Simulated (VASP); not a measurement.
Input:

```
Ti
1.0
   -1.62131     1.62131     1.62131
    1.62131    -1.62131     1.62131
    1.62131     1.62131    -1.62131
Ti
1
Cartesian
  0.00000   0.00000   0.00000
```

Computed with r2SCAN+rVV10, VASP's PBE PAW potentials (set 64) (plane waves; VASP). Settings: 400 eV cut-off, 18×18×18 Γ-centred mesh, tetrahedra with Blöchl corrections, potentials Ti_sv.

Give the energies of bands 5 to 9 at the high-symmetry points, in eV from the Fermi level.

```json
[
 {"band": "5", "Γ": "-6.36", "H": "-2.34", "N": "-2.62", "P": "-0.68"},
 {"band": "6", "Γ": "1.17", "H": "-2.34", "N": "-0.35", "P": "-0.68"},
 {"band": "7", "Γ": "1.17", "H": "4.23", "N": "1.01", "P": "-0.68"},
 {"band": "8", "Γ": "1.17", "H": "4.23", "N": "3.00", "P": "3.43"},
 {"band": "9", "Γ": "2.99", "H": "4.23", "N": "3.36", "P": "3.43"}
]
```

It has no gap at this level: it comes out as a metal or semimetal.

The structure comes from a measured Ti entry (Im-3m) of the Crystallography Open Database, whose conditions weren't checked. It was relaxed first.
